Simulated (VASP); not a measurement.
An input for Quantum ESPRESSO's pw.x (written as the equivalent of a VASP run, and not itself run):

```
&CONTROL
  calculation = 'vc-relax'
  pseudo_dir = './pseudo'
  outdir = './out'
  tprnfor = .true.
  tstress = .true.
  nstep = 60
  forc_conv_thr = 0.00039
/
&SYSTEM
  ibrav = 0
  nat = 2
  ntyp = 2
  ecutwfc = 44
  occupations = 'smearing'
  smearing = 'gaussian'
  degauss = 0.003675
  input_dft = 'pw91'
/
&ELECTRONS
  conv_thr = 7.3e-08
  electron_maxstep = 100
/
&IONS
/
&CELL
/
ATOMIC_SPECIES
  Al 26.982 Al.upf
  P 30.974 P.upf
CELL_PARAMETERS angstrom
     0.0000000    2.7520373    2.7520373
     2.7520373    0.0000000    2.7520373
     2.7520373    2.7520373    0.0000000
ATOMIC_POSITIONS crystal
  Al   0.0000000  0.0000000  0.0000000
  P    0.2500000  0.2500000  0.2500000
K_POINTS automatic
  8 8 8 0 0 0
```

Write the VASP files for the same calculation (PW91).

One answer among several that fit: 
**POSCAR**
```
AlP
1.0
  0.0000000000   2.7520372641   2.7520372641
  2.7520372641   0.0000000000   2.7520372641
  2.7520372641   2.7520372641   0.0000000000
Al P
1 1
Cartesian
  0.0000000000   0.0000000000   0.0000000000
  1.3760186321   1.3760186321   1.3760186321
```

### KPOINTS
```
Automatic mesh
0
Gamma
8 8 8
0 0 0
```

INCAR:
```
SYSTEM = AlP
PREC = Accurate
ENCUT = 520
EDIFF = 1E-6
NELM = 100
ALGO = Normal
LREAL = .FALSE.
LASPH = .TRUE.
ISMEAR = 0
SIGMA = 0.05
GGA = 91
LWAVE = .FALSE.
LCHARG = .FALSE.
IBRION = 2
ISIF = 3
NSW = 60
EDIFFG = -0.01
```

POTCAR, in this order: Al P (PBE.64 set). Program: vasp_std.

The two are equivalent in intent, not identical: the potentials are each code's own (VASP's PAW set, PseudoDojo norm-conserving files in pw.x), so ENCUT and ecutwfc are chosen apart and not converted; conv_thr bounds pw.x's estimated SCF error, while EDIFF bounds the energy change between steps; forc_conv_thr acts on force components and is met together with etot_conv_thr.

The compound is AlP in the zinc blende structure. It was relaxed first. The start is the result of an earlier pass.
